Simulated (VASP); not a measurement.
```yaml
crystal:
  lattice:
    - [0.00000, 2.18860, 2.18860]
    - [2.18860, 0.00000, 2.18860]
    - [2.18860, 2.18860, 0.00000]
  atoms:
    - { symbol: Al, position: [0.00000, 0.00000, 0.00000] }
    - { symbol: N, position: [0.25000, 0.25000, 0.25000] }
```

The numbers are results of AM05 GGA, VASP's PBE PAW potentials (set 64) (plane waves; VASP 6.6.1), not measurements. Run with 520 eV cut-off, Gaussian smearing of 0.050 eV, potentials Al N.

**Question.** Give the energies of bands 2 to 5 at the high-symmetry points, in eV from the valence-band maximum.

**Answer.** 
```json
[
 {"band": "2", "Γ": "0.00", "X": "-4.91", "U": "-4.26", "L": "-5.87", "W": "-3.78"},
 {"band": "3", "Γ": "0.00", "X": "-1.78", "U": "-3.65", "L": "-0.48", "W": "-3.45"},
 {"band": "4", "Γ": "0.00", "X": "-1.78", "U": "-1.37", "L": "-0.48", "W": "-2.72"},
 {"band": "5", "Γ": "4.13", "X": "3.19", "U": "5.04", "L": "7.29", "W": "5.93"}
]
```

The gap is indirect, 3.19 eV, from the valence maximum at K-Γ at 0.93 to the conduction minimum at X.

Measured: gap 5.34 eV (computed value off by -2.15 eV), as given by Daiki Deguchi et al., Japanese Journal of Applied Physics (2016), arXiv:1512.06930.

The compound is AlN in the zinc blende structure, a metastable form; wurtzite is the usual one. It was relaxed first.
